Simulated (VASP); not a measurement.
An input for Quantum ESPRESSO's pw.x (written as the equivalent of a VASP run, and not itself run):

```
&CONTROL
  calculation = 'scf'
  pseudo_dir = './pseudo'
  outdir = './out'
  tprnfor = .true.
  tstress = .true.
/
&SYSTEM
  ibrav = 0
  nat = 2
  ntyp = 2
  ecutwfc = 88
  occupations = 'smearing'
  smearing = 'gaussian'
  degauss = 0.003675
  input_dft = 'pbesol'
/
&ELECTRONS
  conv_thr = 7.3e-09
  electron_maxstep = 100
/
ATOMIC_SPECIES
  Na 22.990 Na.upf
  Cl 35.450 Cl.upf
CELL_PARAMETERS angstrom
     0.0000000    2.7959928    2.7959928
     2.7959928    0.0000000    2.7959928
     2.7959928    2.7959928    0.0000000
ATOMIC_POSITIONS crystal
  Na  -0.0044707 -0.0044707  0.0044707
  Cl   0.5000000  0.5000000  0.5000000
K_POINTS automatic
  8 8 8 0 0 0
```

Write the VASP files for the same calculation (PBEsol).

Several could match; the one computed here: 
### INCAR
```
ALGO = Normal
EDIFF = 1E-7
ENCUT = 480
GGA = PS
ISIF = 2
ISMEAR = 0
LASPH = .TRUE.
LCHARG = .FALSE.
LREAL = .FALSE.
LWAVE = .FALSE.
NELM = 100
PREC = Accurate
SIGMA = 0.05
SYSTEM = NaCl
```

**POSCAR**
```
NaCl
1
    0.0000000000     2.7959927569     2.7959927569
    2.7959927569     0.0000000000     2.7959927569
    2.7959927569     2.7959927569     0.0000000000
Na Cl
1 1
Direct
 -0.0044706840  -0.0044706840   0.0044706840
  0.5000000000   0.5000000000   0.5000000000
```

File KPOINTS:
```
Automatic mesh
0
Gamma
8 8 8
0 0 0
```

POTCAR, in this order: Na_pv Cl (PBE.64 set). Program: vasp_std.

The two are equivalent in intent, not identical: the potentials are each code's own (VASP's PAW set, PseudoDojo norm-conserving files in pw.x), so ENCUT and ecutwfc are chosen apart and not converted; conv_thr bounds pw.x's estimated SCF error, while EDIFF bounds the energy change between steps.

The compound is NaCl in the rock salt structure. This cell was strained or had an atom moved on purpose.
